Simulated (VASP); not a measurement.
# Ba2Be: single point with PBE

Crystal: Ba2Be.

```
CELL_PARAMETERS angstrom
4.60246 0.00000 0.00000
-2.30123 3.98585 0.00000
0.00000 0.00000 4.60354
ATOMIC_POSITIONS crystal
Ba 0.33333 0.66667 0.50000
Ba 0.66667 0.33333 0.50000
Be 0.00000 0.00000 0.00000
```

The cell was built by a generator and needn't be a form met in nature.

* Program: VASP 6.6.1
* Task: single point
* Functional: PBE
* Potentials or basis: VASP PAW PBE potentials, release 64 (Ba_sv, Be)
* Cutoff: 520 eV
* k mesh: 7 × 7 × 6
* Occupations: fermi-dirac, width 0.05 eV
* Spin: no spin polarisation
* Further INCAR settings: ALGO = Normal; EDIFF = 1e-07; NBANDS = 18

```
Pressure               : 24.7 GPa
Band gap on the k mesh : none (metal or under the smearing width)
```

Stress tensor (GPa, compression positive):
```
40.64  0.00  0.00
 0.00 40.64  0.00
 0.00  0.00 -7.32
```

Levels at points of the mesh, in eV from the Fermi level:
| k point | band 7 | band 8 | band 9 | band 10 | band 11 | band 12 | band 13 | band 14 | band 15 | band 16 |
| --- | --- | --- | --- | --- | --- | --- | --- | --- | --- | --- |
| (0.00, 0.00, 0.00) | -11.85 | -11.85 | -4.02 | -0.22 | 1.45 | 1.45 | 2.27 | 2.27 | 2.49 | 5.09 |
| (0.00, 0.00, 0.50) | -11.83 | -11.83 | -1.97 | -1.23 | 0.50 | 0.50 | 1.57 | 1.57 | 2.40 | 4.40 |

Wall time 18 s on 1 thread of Intel(R) Xeon(R) 6975P-C (Granite Rapids) (shared host), peak memory 0.21 GiB.

Caveat: so large a pressure means that the cell lies far from this level's equilibrium, or that cutoff or potentials fall short. The run has no spin-orbit coupling, so splittings on Ba are missing.
